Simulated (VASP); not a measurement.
Calculation: PBEsol GGA, VASP's PBE PAW potentials (set 64) (plane waves; VASP).

VASP input:

### INCAR
```
SYSTEM = KF
PREC = Accurate; ENCUT = 520; LREAL = F
LASPH = T
EDIFF = 1E-6; NELM = 100; ALGO = Normal
ISMEAR = 0; SIGMA = 0.05
GGA = PS
ISIF = 2
LWAVE = F; LCHARG = F
```

### KPOINTS
```
K-points
0
Gamma
  8 8 8
```

File POSCAR:
```
KF
2.72850
  0.0000000000   1.0000000000   1.0000000000
  1.0000000000   0.0000000000   1.0000000000
  1.0000000000   1.0000000000   0.0000000000
K F
1 1
Cart
  0.0000000000   0.0000000000   0.0000000000
  1.0000000000   1.0000000000   1.0000000000
```

POTCAR, in this order: K_sv F (PBE.64 set). Program: vasp_std.

Output

### OSZICAR
```
       N       E                     dE             d eps       ncg     rms          rms(c)
DAV:   1     0.112160908628E+03    0.11216E+03   -0.83277E+03   696   0.128E+03
DAV:   2    -0.495870366158E+01   -0.11712E+03   -0.10719E+03   904   0.319E+02
DAV:   3    -0.950948278320E+01   -0.45508E+01   -0.45310E+01   904   0.593E+01
DAV:   4    -0.964444177713E+01   -0.13496E+00   -0.13488E+00  1048   0.826E+00
DAV:   5    -0.964571122619E+01   -0.12694E-02   -0.12694E-02   876   0.103E+00    0.581E+00
DAV:   6    -0.853993667622E+01    0.11058E+01   -0.38339E+00   748   0.168E+01    0.362E+00
DAV:   7    -0.850403439534E+01    0.35902E-01   -0.11608E-01   912   0.311E+00    0.215E+00
DAV:   8    -0.849683021032E+01    0.72042E-02   -0.57274E-02   772   0.277E+00    0.215E-01
DAV:   9    -0.849883862712E+01   -0.20084E-02   -0.65309E-03   948   0.684E-01    0.124E-01
DAV:  10    -0.849925759428E+01   -0.41897E-03   -0.67651E-04   876   0.257E-01    0.753E-02
DAV:  11    -0.849953212950E+01   -0.27454E-03   -0.37767E-04   728   0.148E-01    0.170E-02
DAV:  12    -0.849952757663E+01    0.45529E-05   -0.45868E-05   892   0.587E-02    0.768E-03
DAV:  13    -0.849952740187E+01    0.17477E-06   -0.67751E-06   764   0.241E-02
   1 F= -.84995274E+01 E0= -.84995274E+01  d E =-.359485E-12
```

File OUTCAR:
```
------------------------ aborting loop because EDIFF is reached ----------------------------------------
  FORCE on cell =-STRESS in cart. coord.  units (eV):
  Direction    XX          YY          ZZ          XY          YZ          ZX
  --------------------------------------------------------------------------------------
  Total       -0.5706637     -0.5706637     -0.5706637      0.0000000     -0.0000000     -0.0000000
  in kB      -22.5055168    -22.5055168    -22.5055168      0.0000000     -0.0000000     -0.0000000
  external PRESSURE =     -22.5055168 kB  Pullay stress =       0.0000000 kB
  volume of cell :       40.63
      direct lattice vectors                 reciprocal lattice vectors
     0.000000000  2.728500000  2.728500000    -0.183250870  0.183250870  0.183250870
     2.728500000  0.000000000  2.728500000     0.183250870 -0.183250870  0.183250870
     2.728500000  2.728500000  0.000000000     0.183250870  0.183250870 -0.183250870
  FREE ENERGIE OF THE ION-ELECTRON SYSTEM (eV)
  ---------------------------------------------------
  free  energy   TOTEN  =        -8.4995274019 eV

  energy  without entropy=       -8.4995274019  energy(sigma->0) =       -8.49952740
```
(Selected blocks of OUTCAR.)

**OUTCAR**
```
 val. band max:       -3.0582380817   @ k =   0.0000   0.0000   0.0000

 cond. band min:       2.6728307359   @ k =   0.0000   0.0000   0.0000


 Fermi energy:        -2.8342871823

 k-point     1 :       0.0000    0.0000    0.0000
  band No.  band energies     occupation
      1     -29.2068      2.00000
      2     -21.5535      2.00000
      3     -12.5599      2.00000
      4     -12.5599      2.00000
      5     -12.5599      2.00000
      6      -3.0582      2.00000
      7      -3.0582      2.00000
      8      -3.0582      2.00000
      9       2.6728      0.00000
     10       7.4063      0.00000
     11       7.4063      0.00000
     12       7.4063      0.00000

 k-point     2 :       0.1250    0.0000    0.0000
  band No.  band energies     occupation
      1     -29.1963      2.00000
      2     -21.5628      2.00000
      3     -12.5964      2.00000
      4     -12.5649      2.00000
      5     -12.5649      2.00000
      6      -3.1901      2.00000
      7      -3.1045      2.00000
      8      -3.1045      2.00000
      9       3.0859      0.00000
     10       7.1472      0.00000
     11       7.6049      0.00000
     12       7.6049      0.00000

 k-point     3 :       0.2500    0.0000    0.0000
  band No.  band energies     occupation
      1     -29.1707      2.00000
      2     -21.5849      2.00000
      3     -12.6837      2.00000
      4     -12.5769      2.00000
      5     -12.5769      2.00000
      6      -3.4688      2.00000
      7      -3.2138      2.00000
      8      -3.2138      2.00000
      9       4.1270      0.00000
     10       6.7639      0.00000
     11       8.0923      0.00000
     12       8.0923      0.00000

 k-point     4 :       0.3750    0.0000    0.0000
  band No.  band energies     occupation
      1     -29.1449      2.00000
      2     -21.6072      2.00000
      3     -12.7698      2.00000
      4     -12.5886      2.00000
      5     -12.5886      2.00000
      6      -3.7090      2.00000
...
```

The compound is KF in the rock salt structure. The cell was not relaxed at this level. The run is one of a series of settings (GGA = PS against the base run), some of them coarse on purpose.
